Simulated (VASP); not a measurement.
An input for Quantum ESPRESSO's pw.x (written as the equivalent of a VASP run, and not itself run):

```
&CONTROL
  calculation = 'relax'
  pseudo_dir = './pseudo'
  outdir = './out'
  tprnfor = .true.
  tstress = .true.
  nstep = 30
  forc_conv_thr = 0.00039
/
&SYSTEM
  ibrav = 0
  nat = 2
  ntyp = 2
  ecutwfc = 102
  occupations = 'smearing'
  smearing = 'gaussian'
  degauss = 0.003675
  input_dft = 'pbesol'
/
&ELECTRONS
  conv_thr = 7.3e-09
  electron_maxstep = 100
/
&IONS
/
ATOMIC_SPECIES
  Cd 112.414 Cd.upf
  Se 78.971 Se.upf
CELL_PARAMETERS angstrom
     0.0000000    3.1612735    3.0396861
     3.0396861    0.0000000    3.0396861
     3.0396861    3.1612735    0.0000000
ATOMIC_POSITIONS crystal
  Cd   0.0000000  0.0000000  0.0000000
  Se   0.2500000  0.2500000  0.2500000
K_POINTS automatic
  8 8 8 0 0 0
```

### Question
Write the VASP files for the same calculation (PBEsol).

### Answer
This is not unique; one that fits is 
### INCAR
```
# general
SYSTEM =CdSe
PREC   =Accurate
ENCUT  =480   # plane-wave cut-off (eV)
LREAL  =.FALSE.   # projection in real space or not
LASPH  =.TRUE.

# electronic loop
EDIFF  =1E-7   # SCF stop (eV)
NELM   =100   # most electronic steps
ALGO   =Normal   # blocked Davidson
LMAXMIX=4   # l cut-off of mixed one-centre charges

# smearing
ISMEAR =0   # Gaussian
SIGMA  =0.05

# functional
GGA    =PS   # PBEsol

# ions
IBRION =2
NSW    =30
ISIF   =2   # forces and stress, cell fixed
EDIFFG =-0.01   # ionic stop

# output
LWAVE  =.FALSE.
LCHARG =.FALSE.
```

KPOINTS:
```
Automatic mesh
0
G
 8 8 8
0 0 0
```

### POSCAR
```
CdSe
1
    0.0000000000     3.1612735210     3.0396860779
    3.0396860779     0.0000000000     3.0396860779
    3.0396860779     3.1612735210     0.0000000000
Cd Se
1 1
Direct
  0.0000000000   0.0000000000   0.0000000000
  0.2500000000   0.2500000000   0.2500000000
```

POTCAR, in this order: Cd Se (PBE.64 set). Program: vasp_std.

The two are equivalent in intent, not identical: the potentials are each code's own (VASP's PAW set, PseudoDojo norm-conserving files in pw.x), so ENCUT and ecutwfc are chosen apart and not converted; conv_thr bounds pw.x's estimated SCF error, while EDIFF bounds the energy change between steps; forc_conv_thr acts on force components and is met together with etot_conv_thr.

The compound is CdSe in the zinc blende structure, whereas wurtzite is the usual form. This cell was strained or had an atom moved on purpose.
